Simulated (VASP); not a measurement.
All values below come from PBEsol GGA, VASP's PBE PAW potentials (set 64) (plane waves; VASP).

VASP input:

### INCAR
```
ALGO = Normal
EDIFF = 1E-6
ENCUT = 400
GGA = PS
ISIF = 2
ISMEAR = 0
LASPH = .True.
LCHARG = .False.
LREAL = .False.
LWAVE = .False.
NELM = 100
PREC = Accurate
SIGMA = 0.272
SYSTEM = C
```

**POSCAR**
```
C
1
    2.4672900000     0.0000000000     0.0000000000
   -1.2336450000     2.1367360000     0.0000000000
    0.0000000000     0.0000000000     7.8030700000
C
4
Direct
 -0.0010860000   0.0024260000   0.2600680000
 -0.0328380000  -0.0108840000   0.7368100000
  0.3490720000   0.6694380000   0.2583360000
  0.6848520000   0.3390210000   0.7447870000
```

File KPOINTS:
```
K-points
0
Gamma
13 13 4
0 0 0
```

POTCAR, in this order: C (PBE.64 set). Program: vasp_std.

Q: What will the output report for the number of irreducible k-points (NKPTS), largest plane-wave count, number of space-group operations, FFT grid (NGX, NGY, NGZ)?

A: 
The number of irreducible k-points (NKPTS) is 339 and the largest plane-wave count is 760. The number of space-group operations is 1 and the FFT grid (NGX, NGY, NGZ) is 16 × 16 × 54.

The structure comes from a computed database's C entry; how it stands against other phases isn't given here. The cell was not relaxed at this level, atoms are displaced from their ideal sites. The run is one of a series of settings (GGA = PS against the base run), some of them coarse on purpose.
